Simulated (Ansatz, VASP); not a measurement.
# CsBiSe3 in two plane-wave programs, part 2 of 2

One calculation is typed for both programs; each brings its own data sets. How far apart do they land? The cell is generated by rule, not measured, and may not be a known phase. The cell is taken from a series of runs on this material, whose earlier steps may have relaxed, scaled, displaced or heated it; both programs get it as it stands.

VASP 6.6.1 and Ansatz 0.2.0.

So far: Starting point; VASP: relaxation of cell and atoms, PBE.

The structure was built from a prototype and need not be the compound's stable phase.

## (3) Ansatz: relaxation of cell and atoms, PBE

Level of this step: Ansatz beside VASP: Kohn-Sham DFT, plane waves, PBE (Ansatz).

Ansatz runs on its PAW soft_1 files.

The same cell, functional, mesh and smearing now go to Ansatz, which takes its cutoff from its data sets.

File input.yaml:

```yaml
crystal:
  lattice:
    - [7.9882337249, 0.0, 0.0]
    - [0.0, 4.5638649534, 0.0]
    - [0.0, 0.0, 9.1587680545]
  atoms:
    - { symbol: Cs, position: [0.75, 0.0, 0.7138766109] }
    - { symbol: Cs, position: [0.25, 0.0, 0.2861233891] }
    - { symbol: Bi, position: [0.25, 0.5, 0.7159992598] }
    - { symbol: Bi, position: [0.75, 0.5, 0.2840007402] }
    - { symbol: Se, position: [0.5, 0.5, 0.0] }
    - { symbol: Se, position: [0.0, 0.5, 0.5] }
    - { symbol: Se, position: [0.5, 0.5, 0.5] }
    - { symbol: Se, position: [0.0, 0.5, 0.0] }
    - { symbol: Se, position: [0.25, 0.0, 0.915922163] }
    - { symbol: Se, position: [0.75, 0.0, 0.084077837] }
kpoints:
  mp_grid: { grid: [6, 8, 4] }
hamiltonian:
  xc: pbe
  pseudopotentials: { kind: paw, azcp: { folder: soft_1 } }
scf:
  occupations: { method: methfessel_paxton, width: 0.2 }
output:
  forces: true
  stress: true
  eigenvalues: true
relax:
  adjacent_minimum: "off"
  f_tol: 0.001
  max_steps: 60
  cell: { stress_tol: 0.01 }
```

Run with:

```sh
$ ansatz run input.yaml --threads 4 --pin off --max-ram 16384MiB --backend cpu --events-out ev --progress --plain --runs-dir out
```

Numbers of over 12 decimals in the logs are rounded to 6 here.

The program printed:

```text
Engine: ansatz 0.2.0, aarch64-unknown-linux-gnu
Pseudopotentials: kind: paw
Pseudopotential: Cs, paw, valence charge 9, recommended cutoff 420 eV (normal), soft_1/Cs.paw.azcp
Pseudopotential: Bi, paw, valence charge 15, recommended cutoff 420 eV (normal), soft_1/Bi.paw.azcp
Pseudopotential: Se, paw, valence charge 16, recommended cutoff 420 eV (normal), soft_1/Se.paw.azcp
Functional definition: PBE
  parameter kappa = 0.804
  parameter beta = 0.066725
  exchange = pbe_x(kappa = kappa, mu = beta*pi^2/3)
  correlation = pbe_c(beta = beta)
Crystal: 10 atoms, lattice volume = 333.903 Å³
Basis set: ecut = 420 eV, 6587 PW (Γ), exchange–correlation on 108×64×128 points (8 copies of the dense FFT grid, shifted against one another)
Bands: 87, of which v1, the nominal top of the filled ones, is band 72 counted from 1 (71 counted from 0)
Symmetry: 8 space group operations
Space group: Pmma (ITA 51), of the structure as read, at distance tolerance 6.9e-5 Å
k-points: 60 of 192
Non-local potential: Cs, projectors of the file, l = 0: 3, l = 1: 2, l = 2: 2, l = 3: 2
Non-local potential: Bi, projectors of the file, l = 0: 2, l = 1: 2, l = 2: 2, l = 3: 1
Non-local potential: Se, projectors of the file, l = 0: 2, l = 1: 2, l = 2: 3, l = 3: 1
PAW form: soft (Blöchl's): semilocal exchange-correlation on the pseudo side does not see the compensation charge
PAW one-centre angular grid: Cs, 194 points (default); XC on 64 Gauss nodes
PAW one-centre angular grid: Bi, 590 points (default); XC on 64 Gauss nodes
PAW one-centre angular grid: Se, 590 points (default); XC on 64 Gauss nodes
Initial density: superposition of atomic densities (chi_scale 0.1, normalization cell, long waves kept (reshape's long-wave potential 0.19 eV rms))
Initial wavefunctions: pseudopotential atomic-orbital guess
Functional: x = pbe(κ = 0.804, μ = 0.219515), c = pbe(β = 0.066725)
SCF iter   1: F=—  HF=-68964.706409 eV  |F-HF|=—  |Δ(HF+E_count)|=         —  Δρ=3.82e-2  dr2=2.56e1  ethr=3.10e-3  ⟨swp⟩=6.5  Hψ=20455  notcnv=0
preconditioner: auto → LDOS  [metal: Δε(μ)=0.026 eV  Ē_g=9.371 eV  σ=0.200 eV  W_gap=0.11  n_scr=74 (ndim 8)  ℏωp=15.7 eV  f_vac=0.023  D(μ)=3.84/eV (n_scr^D=12)  β→1.0]
SCF iter   2: F=—  HF=-68959.332881 eV  |F-HF|=—  |Δ(HF+E_count)|=    5.37e0  S|Δr|=    0.00e0  Δρ=2.00e-2  dr2=3.90e0  ethr=3.10e-3  ⟨swp⟩=4.8  Hψ=9835  notcnv=0  defer=460
SCF iter   3: F=—  HF=-68958.803799 eV  |F-HF|=—  |Δ(HF+E_count)|=   5.29e-1  S|Δr|=    0.00e0  Δρ=5.39e-3  dr2=4.17e-1  ethr=2.71e-3  ⟨swp⟩=3.0  Hψ=9427  notcnv=0  defer=491
SCF iter   4: F=—  HF=-68958.715309 eV  |F-HF|=—  |Δ(HF+E_count)|=   8.85e-2  S|Δr|=    0.00e0  Δρ=1.20e-3  dr2=9.14e-3  ethr=2.90e-4  ⟨swp⟩=2.0  Hψ=10688  notcnv=0  defer=483
SCF iter   5: F=—  HF=-68958.714194 eV  |F-HF|=—  |Δ(HF+E_count)|=   1.12e-3  S|Δr|=    0.00e0  Δρ=3.92e-4  dr2=8.84e-4  ethr=6.35e-6  ⟨swp⟩=2.0  Hψ=6827  notcnv=0  defer=483
SCF iter   6: F=—  HF=-68958.714120 eV  |F-HF|=—  |Δ(HF+E_count)|=   7.38e-5  S|Δr|=    0.00e0  Δρ=1.09e-4  dr2=4.84e-5  ethr=6.14e-7  ⟨swp⟩=2.0  Hψ=6444  notcnv=0  defer=483
SCF iter   7: F=—  HF=-68958.714360 eV  |F-HF|=—  |Δ(HF+E_count)|=   2.39e-4  S|Δr|=    0.00e0  Δρ=3.52e-5  dr2=9.58e-6  ethr=3.36e-8  ⟨swp⟩=2.0  Hψ=7890  notcnv=0  defer=483
SCF iter   8: F=—  HF=-68958.714360 eV  |F-HF|=—  |Δ(HF+E_count)|=   4.04e-7  S|Δr|=    0.00e0  Δρ=8.18e-6  dr2=2.94e-7  ethr=6.65e-9  ⟨swp⟩=2.0  Hψ=7872  notcnv=0  defer=483
SCF iter   9: F=-68958.714360 eV  HF=-68958.714360 eV  |F-HF|=3.48e-9  |Δ(HF+E_count)|=   1.40e-7  S|Δr|=    0.00e0  Δρ=2.18e-6  dr2=1.90e-8  ethr=6.94e-11  ⟨swp⟩=12.4  Hψ=28524  notcnv=0
SCF 1 converged in 9 iterations: F = -68958.714360 eV  dr2 = 1.90e-8
  greatest PAW one-centre occupation: 1.000 electrons in one spin orbital (limit 2), on the Se atom at site 9 (counted from 0), in its partial waves of l = 2
relax step   1: F+E_penalty+E_count = -68958.71436020 eV  Δ(F+E_penalty+E_count) = +0.000e0 eV  max|allowed force component| = 2.862e-2 eV/Å  Δτ_max = 0.0000 Å  P = -0.004 GPa  Ω = 333.903 Å³  (9 SCF iters, dr2 threshold 1.00e-7 eV, accepted)
Crystal: 10 atoms, lattice volume = 333.955 Å³
Basis set: ecut = 420 eV, 6611 PW (Γ), exchange–correlation on 108×64×128 points (8 copies of the dense FFT grid, shifted against one another)
Initial density: handed on by an earlier stage of this run
Initial wavefunctions: those handed on with the density
iter 1 solved again at ethr=4.04e-7 eV; its pass at ethr=3.10e-3 eV (dr2=5.81e-4 eV) is discarded
SCF iter   1: F=—  HF=-68958.715036 eV  |F-HF|=—  |Δ(HF+E_count)|=         —  Δρ=2.67e-4  dr2=5.76e-4  ethr=4.04e-7  ⟨swp⟩=2.9  Hψ=21884  notcnv=0
preconditioner: auto → LDOS  [metal: Δε(μ)=0.005 eV  Ē_g=9.429 eV  σ=0.200 eV  W_gap=0.02  n_scr=74 (ndim 8)  ℏωp=15.7 eV  f_vac=0.069  D(μ)=3.68/eV (n_scr^D=12)  β→1.0]
[...]
iter 1 solved again at ethr=8.13e-8 eV; its pass at ethr=3.10e-3 eV (dr2=1.17e-4 eV) is discarded
SCF iter   1: F=—  HF=-68958.712198 eV  |F-HF|=—  |Δ(HF+E_count)|=         —  Δρ=1.82e-4  dr2=2.42e-6  ethr=8.13e-8  ⟨swp⟩=3.0  Hψ=35362  notcnv=0
preconditioner: auto → LDOS  [metal: Δε(μ)=0.010 eV  Ē_g=9.431 eV  σ=0.200 eV  W_gap=0.04  n_scr=74 (ndim 8)  ℏωp=15.7 eV  f_vac=0.069  D(μ)=3.73/eV (n_scr^D=12)  β→1.0]
SCF iter   2: F=—  HF=-68958.715598 eV  |F-HF|=—  |Δ(HF+E_count)|=   3.40e-3  S|Δr|=    0.00e0  Δρ=4.95e-6  dr2=2.13e-7  ethr=1.68e-9  ⟨swp⟩=2.0  Hψ=7181  notcnv=0
SCF iter   3: F=—  HF=-68958.715598 eV  |F-HF|=—  |Δ(HF+E_count)|=   1.44e-8  S|Δr|=    0.00e0  Δρ=2.83e-6  dr2=5.13e-8  ethr=1.48e-10  ⟨swp⟩=2.0  Hψ=8360  notcnv=0
SCF iter   4: F=—  HF=-68958.715598 eV  |F-HF|=—  |Δ(HF+E_count)|=   1.35e-9  S|Δr|=    0.00e0  Δρ=5.27e-7  dr2=7.92e-10  ethr=3.56e-11  ⟨swp⟩=2.0  Hψ=8349  notcnv=0
SCF iter   5: F=—  HF=-68958.715598 eV  |F-HF|=—  |Δ(HF+E_count)|=  3.64e-10  S|Δr|=    0.00e0  Δρ=1.13e-7  dr2=6.19e-11  ethr=1.00e-12  ⟨swp⟩=2.0  Hψ=9508  notcnv=0
SCF iter   6: F=—  HF=-68958.715598 eV  |F-HF|=—  |Δ(HF+E_count)|=  7.28e-11  S|Δr|=    0.00e0  Δρ=4.88e-8  dr2=1.49e-11  ethr=1.00e-12  ⟨swp⟩=1.0  Hψ=5220  notcnv=0
SCF iter   7: F=-68958.715598 eV  HF=-68958.715598 eV  |F-HF|=2.91e-11  |Δ(HF+E_count)|=    0.00e0  S|Δr|=    0.00e0  Δρ=1.54e-8  dr2=1.12e-12  ethr=1.00e-12  ⟨swp⟩=6.2  Hψ=22829  notcnv=0
SCF 7 converged in 7 iterations: F = -68958.715598 eV  dr2 = 1.12e-12
relax step   7: F+E_penalty+E_count = -68958.71559777 eV  Δ(F+E_penalty+E_count) = -5.708e-6 eV  max|allowed force component| = 7.912e-4 eV/Å  Δτ_max = 0.0000 Å  P = +0.000 GPa  Ω = 334.091 Å³  stress off target by 1.41e-3 GPa  SCF on the basis re-selected at this cell (its energy is not comparable with the rows above)  (7 SCF iters)
basis re-selected at this cell: Δ(F+E_penalty+E_count) = -5.708e-6 eV, ΔP = -0.000 GPa vs the last step (what re-selecting the basis moved, of the pressure what is left beyond the Pulay correction that the steps carried, after the strain that the cell walked since its last selection, with what the two solves' SCF thresholds leave and, on support functions, any second-order correction that the steps lacked; it is no m [...]
SCF converged after 7 iterations
Stability not checked: this state was not tested for a lower state beside it, because cold or Methfessel-Paxton smearing, or corrected tetrahedra, fill the levels in a way that the test cannot read (fill_not_monotonic; see scf.lower_state_search)
Free energy (F): -68958.715598 eV
Harris-Foulkes:  -68958.715598 eV  (|F-HF|=2.91e-11)
Internal energy: -68958.711362 eV  (E = F + TS)
E sigma→0 (E₀):  -68958.714539 eV
Entropy (-TS):   -0.004236 eV (-0.424 meV/atom)
Fermi energy:    6.599355 eV
--- Per-component energies (eV) ---
  E_band       = -2785.793112
  E_kinetic    = 1449.803930
  E_local      = -22046.868949  (includes V_loc(G=0)·N_el)
  E_nonlocal   = -1260.076233
  E_hartree    = 10940.169988
  E_xc         = -1171.710790
  E_vxc        = -1077.523173  (∫ρ·V_xc dr)
  E_paw        = -44226.280003  (= ΣΔE_a)
  E_vpaw       = -1731.466920  (= ΣTr[D̂ρ^β])
  E_aug_tail   = -0.001767  (compensation charges beyond the density's cutoff)
  E_ewald      = -12643.747538
  E_smearing   = -0.004236  (= −TS)
  E_closure    = 0.000000  (closes the sum)
  Σ components = -68958.715598   (vs F -68958.715598, Δ=0.00e0)
--- Forces (eV/Å), atoms counted from 1 ---
  atom   1  Cs    -0.00000000     0.00000000    -0.00021075
  atom   2  Cs     0.00000000     0.00000000     0.00021075
  atom   3  Bi     0.00000000    -0.00000000    -0.00079124
  atom   4  Bi    -0.00000000     0.00000000     0.00079124
  atom   5  Se     0.00000000     0.00000000     0.00000000
  atom   6  Se     0.00000000     0.00000000     0.00000000
  atom   7  Se     0.00000000     0.00000000     0.00000000
  atom   8  Se     0.00000000     0.00000000     0.00000000
  atom   9  Se     0.00000000    -0.00000000     0.00040271
  atom  10  Se    -0.00000000     0.00000000    -0.00040271
  max |Σ_I F_I| component: 2.71e-19 eV/Å
--- Stress (GPa, compression-positive) ---
       -0.000450      -0.000000       0.000000
       -0.000000       0.000092      -0.000000
        0.000000      -0.000000       0.001413
  P = ⅓ Tr σ = 0.0004 GPa (0.004 kbar)
--- Band table (eV; the first three rows and the last of 60) ---
  k-point 0: bands = [... 68 lower, 5.6017, 5.8169, 6.1894, 6.7223, 6.8851, 6.9142, 7.1757, 7.4792, ... 11 higher]
  k-point 1: bands = [... 68 lower, 5.4661, 5.8085, 6.1871, 6.1986, 6.6458, 7.3638, 7.5681, 7.9689, ... 11 higher]
  k-point 2: bands = [... 68 lower, 5.6035, 5.7999, 5.8596, 6.1920, 6.3777, 7.4447, 8.1589, 8.7498, ... 11 higher]
  k-point 59: bands = [... 68 lower, 5.4905, 5.4905, 6.6313, 6.6313, 7.1852, 7.1852, 8.4136, 8.4136, ... 11 higher]
--- Relaxed structure (6 steps of the walk, 5 accepted, 1 SCFs on fresh bases) ---
  F+E_penalty+E_count = -68958.71559777 eV   max|allowed force component| = 7.912e-4 eV/Å   (the final SCF, on the basis selected at the relaxed cell)
  cell:  # Å, volume = 334.0908 Å³
    - [7.977706, 0, 0]
    - [0, 4.590153, 4.824969453642499e-19]
    - [0, 9.68275278676637e-19, 9.123456]
  atoms:
    - { symbol: Cs, position: [0.750000, -1.4828441927791218e-19, 0.712546] }
    - { symbol: Cs, position: [0.250000, 1.482844192779121e-19, 0.287454] }
    - { symbol: Bi, position: [0.250000, 0.5, 0.717573] }
    - { symbol: Bi, position: [0.750000, 0.5, 0.282427] }
    - { symbol: Se, position: [0.500000, 0.5, 0] }
    - { symbol: Se, position: [0, 0.5, 0.5] }
    - { symbol: Se, position: [0.500000, 0.5, 0.5] }
    - { symbol: Se, position: [0, 0.5, 0] }
    - { symbol: Se, position: [0.250000, 0, 0.916605] }
    - { symbol: Se, position: [0.750000, 0, 0.083395] }
```

In the SCF lines HF is the Harris–Foulkes energy and dr2 the Hartree energy of the density residual, in eV; the loop may stop once dr2 is under the threshold and the program's other checks hold. Hψ counts applications of the Hamiltonian.

## (4) Side by side

Known differences besides the potentials themselves: the data sets hold 144 valence electrons in Ansatz (on its PAW soft_1 files) and 84 in VASP; the cutoff is 420 eV in Ansatz and 500 eV in VASP; Ansatz adds a Pulay correction to the stress that steers its cell, VASP none. Total energies have different zeros and are not compared.

Compared:

```csv
quantity,Ansatz,VASP,difference
volume (Å³),334.09,334.39,-0.09 %
"edge a after relaxation, in the typed setting (Å)",7.978,7.979,-0.02 %
"edge b after relaxation, in the typed setting (Å)",4.590,4.592,-0.03 %
"edge c after relaxation, in the typed setting (Å)",9.123,9.127,-0.04 %
```

## (5) Outcome

- difference in volume (relaxation of cell and atoms, PBE): -0.091 %

**Reading.** The difference in volume is -0.091 % (relaxation of cell and atoms, PBE), within the 1.2 % picked in this series as the mark of a large difference, as far as the stopping tolerances let one tell. The data sets hold unlike numbers of valence electrons (144 in Ansatz and 84 in VASP), so part of the differences comes from the potentials. Such differences can come from data sets, numerical settings and the points named under the comparisons, not from the functional's error against experiment.

[Lines on the potential files, build, host, timing and source positions are cut from VASP's logs without a mark.]

[Logs are printed without paths, hosts, clocks, repeated set-up lines and the standing remarks that a program may print on its own settings, such as how far it seeks lower states.]

[Hosts, paths, dates, database ids (printed as entryN), source tags and the programs' standing remarks are cut or masked in the printed files.]
